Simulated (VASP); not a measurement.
These are PBE GGA with D3 dispersion (zero damping), VASP's PBE PAW potentials (set 64) (plane waves; VASP) values and carry that method's errors.

The input files of a VASP run:

### KPOINTS
```
Regular mesh
0
Gamma
  7 7 7
0 0 0
```

File POSCAR:
```
PbF2
1
    0.0000000000     2.9288183646     2.9288183646
    2.9288183646     0.0000000000     2.9288183646
    2.9288183646     2.9288183646     0.0000000000
Pb F
1 2
Direct
  0.0000000000   0.0000000000   0.0000000000
  0.2500000000   0.2500000000   0.2500000000
  0.7500000000   0.7500000000   0.7500000000
```

### INCAR
```
ALGO  =  Normal
EDIFF  =  1E-7
ENCUT  =  520
GGA  =  PE
ISIF  =  2
ISMEAR  =  0
IVDW  =  11
LASPH  =  .TRUE.
LCHARG  =  .FALSE.
LMAXMIX  =  4
LREAL  =  .FALSE.
LWAVE  =  .FALSE.
NELM  =  100
PREC  =  Accurate
SIGMA  =  0.05
SYSTEM  =  PbF2
```

POTCAR, in this order: Pb_d F (PBE.64 set). Program: vasp_std.

Q: Predict the energy per atom (σ→0), dispersion energy, pressure.

A: 
```yaml
energy per atom (σ→0): -4.867 eV/atom
dispersion_energy: -0.315 eV
pressure: 4.69 GPa
```

OSZICAR:
```
...
DAV:   7    -0.142877165517E+02   -0.24948E-03   -0.40623E-01   730   0.455E+00    0.151E+00
DAV:   8    -0.142872759520E+02    0.44060E-03   -0.92004E-02   722   0.398E+00    0.484E-01
DAV:   9    -0.142846879984E+02    0.25880E-02   -0.16448E-02   914   0.111E+00    0.101E-01
DAV:  10    -0.142857726889E+02   -0.10847E-02   -0.11913E-03   720   0.265E-01    0.260E-02
DAV:  11    -0.142857881923E+02   -0.15503E-04   -0.52826E-05   756   0.718E-02    0.830E-03
DAV:  12    -0.142857956511E+02   -0.74588E-05   -0.14244E-05   720   0.320E-02    0.226E-03
DAV:  13    -0.142857956550E+02   -0.38799E-08   -0.53491E-07   806   0.700E-03
   1 F= -.14600933E+02 E0= -.14600933E+02  d E =-.111331E-18
```

The compound is PbF2 in the fluorite structure, the β form. This cell is one point of a volume scan, at 0.94 of the reference volume.
